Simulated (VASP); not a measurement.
Cu3Au (L1_2): the cohesive energy from VASP (plane waves, PAW) at several levels of theory. Atoms are spin-polarised in a large box without symmetry, with the spin fixed by Hund's rule, and may not be in the lowest state of each functional; no zero-point energy is added. Spin-orbit coupling is left out, which shifts such energies by up to tenths of an eV for the heavy elements here.

| level | cohesive energy (eV/atom) | error against measurement |
|---|---|---|
| LDA | 4.51 | +23.7 % |
| PBE | 3.42 | -6.2 % |
| PBEsol | 4.00 | +9.8 % |
| PW91 | 3.44 | -5.6 % |

Measured: 3.64 eV/atom (as given by Niraj K. Nepal et al., Physical Review B (2019), arXiv:1905.09348; from measured formation enthalpy and elemental cohesive energies; zero-point energy not added).

The cell of the LDA run:

```xyz
4
Lattice="3.6793 0.0000 0.0000 0.0000 3.6793 0.0000 0.0000 0.0000 3.6793" Properties=species:S:1:pos:R:3 pbc="T T T"
Cu     0.0000     1.8397     1.8397
Cu     1.8397     0.0000     1.8397
Cu     1.8397     1.8397     0.0000
Au     0.0000     0.0000     0.0000
```

Only levels that ran to the end are used. Left out are those held back, those with too coarse a band path, GW runs whose mesh misses a band edge, hybrids' fits of cells that aren't cubic and levels without matching references; a question may draw on a part of the rest.
